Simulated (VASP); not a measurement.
VASP input:

INCAR:
```
SIGMA  =  0.1
NELM  =  100   # most electronic steps
LASPH  =  .TRUE.   # aspherical one-centre terms
ISIF  =  2   # forces and stress, cell fixed
SYSTEM  =  HfSb
ISMEAR  =  1
LREAL  =  .FALSE.   # projection in real space or not
LCHARG  =  .FALSE.
PREC  =  Accurate
ENCUT  =  400   # plane-wave cut-off (eV)
ALGO  =  Normal   # blocked Davidson
LMAXMIX  =  6
GGA  =  PE
LWAVE  =  .FALSE.
EDIFF  =  1E-6
```

**POSCAR**
```
HfSb
3.5715120
  1.0000000000   0.0000000000   0.0000000000
  0.0000000000   1.0000000000   0.0000000000
  0.0000000000   0.0000000000   1.0000000000
Hf Sb
1 1
Direct
  0.0000000000   0.0000000000   0.0000000000
  0.5000000000   0.5000000000   0.5000000000
```

File KPOINTS:
```
Automatic mesh
0
Gamma
9 9 9
0 0 0
```

POTCAR, in this order: Hf_pv Sb (PBE.64 set). Program: vasp_std.

### Question
Write an equivalent input for Quantum ESPRESSO's pw.x.

### Answer
One equivalent input (not run):
```
&CONTROL
  calculation = 'scf'
  pseudo_dir = './pseudo'
  outdir = './out'
  tprnfor = .true.
  tstress = .true.
/
&SYSTEM
  ibrav = 0
  nat = 2
  ntyp = 2
  ecutwfc = 80
  occupations = 'smearing'
  smearing = 'methfessel-paxton'
  degauss = 0.00735
  input_dft = 'pbe'
/
&ELECTRONS
  conv_thr = 7.3e-08
  electron_maxstep = 100
/
ATOMIC_SPECIES
  Hf 178.490 Hf.upf
  Sb 121.760 Sb.upf
CELL_PARAMETERS angstrom
     3.5715120    0.0000000    0.0000000
     0.0000000    3.5715120    0.0000000
     0.0000000    0.0000000    3.5715120
ATOMIC_POSITIONS crystal
  Hf   0.0000000  0.0000000  0.0000000
  Sb   0.5000000  0.5000000  0.5000000
K_POINTS automatic
  9 9 9 0 0 0
```
The two are equivalent in intent, not identical: the potentials are each code's own (VASP's PAW set, PseudoDojo norm-conserving files in pw.x), so ENCUT and ecutwfc are chosen apart and not converted; conv_thr bounds pw.x's estimated SCF error, while EDIFF bounds the energy change between steps.

The structure was generated: HfSb was put into the CsCl type (Pm-3m), which need not be its known phase. The cell was not relaxed at this level.
